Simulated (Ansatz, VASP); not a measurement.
## One calculation of NaLi2, two programs

Contents of INCAR:

```
SYSTEM = NaLi2
  PREC = Accurate
  ENCUT = 600
  EDIFF = 1E-6
  ISMEAR = 0
  SIGMA = 0.1
  LREAL = .False.
  LASPH = .True.
  NELM = 100
  ALGO = Normal
  ISIF = 3
  LWAVE = .False.
  LCHARG = .False.
  GGA = PE
  IBRION = 2
  NSW = 100
  EDIFFG = -0.01
```

File KPOINTS:

```
Automatic mesh
0
Gamma
  15 15 6
  0 0 0
```

File POSCAR:

```
NaLi2
1.0
    3.4442912900      0.0000000000      0.0000000000
   -1.7221456500      2.9828437600      0.0000000000
    0.0000000000      0.0000000000      7.7793859600
Na Li
1 2
Direct
    0.0000000000      0.0000000000      0.0000000000
    0.3333333300      0.6666666700      0.3529901000
    0.6666666700      0.3333333300      0.6470099000
```

Input for Ansatz:

```yaml
crystal:
  lattice:
    - [3.44429129, 0.0, 0.0]
    - [-1.72214565, 2.98284376, 0.0]
    - [0.0, 0.0, 7.77938596]
  atoms:
    - { symbol: Na, position: [0.0, 0.0, 0.0] }
    - { symbol: Li, position: [0.33333333, 0.66666667, 0.3529901] }
    - { symbol: Li, position: [0.66666667, 0.33333333, 0.6470099] }
basis:
  ecutwfc: 420
kpoints:
  mp_grid: { grid: [15, 15, 6] }
hamiltonian:
  xc: pbe
scf:
  occupations: { method: gaussian, width: 0.1 }
output:
  forces: true
  stress: true
  eigenvalues: true
relax:
  adjacent_minimum: "off"
  f_tol: 0.01
  max_steps: 80
  cell: { stress_tol: 0.05 }
```

Alike in both runs: task relaxation of cell and atoms; functional PBE; k mesh 15 × 15 × 6; occupations gaussian, width 0.1 eV; no spin polarisation.

|  | VASP | Ansatz |
| --- | --- | --- |
| version | VASP 6.6.1 | Ansatz 0.2.0 |
| potentials or method | VASP PAW PBE potentials, release 64 (Na_pv, Li_sv) | scalar-relativistic, plane waves, PAW |
| plane-wave cutoff (eV) | 600 | 420 |
| valence electrons in the cell | 13 | 15 |

|  | VASP | Ansatz | Ansatz less VASP |
| --- | --- | --- | --- |
| gap on the k mesh at the Fermi level, each at its own relaxed structure (eV) | none | none | - |
| relaxed volume (Å³/atom) | 25.53 | 25.71 | +0.174 |
| relaxed cell length with the largest relative difference (Å) | 3.339 | 3.347 | +0.0086 |
| energy change over the relaxation (meV/atom) | -4 | -3 | +0.4 |

A gap of «none» marks a metal or a gap that the smearing closes. The two sets of potentials don't hold the same shells in valence.

Caveats: the cutoff is under 1.25 times the usual one of these potentials, so pressure, stress and relaxed cells hold a basis-set (Pulay) error (VASP).
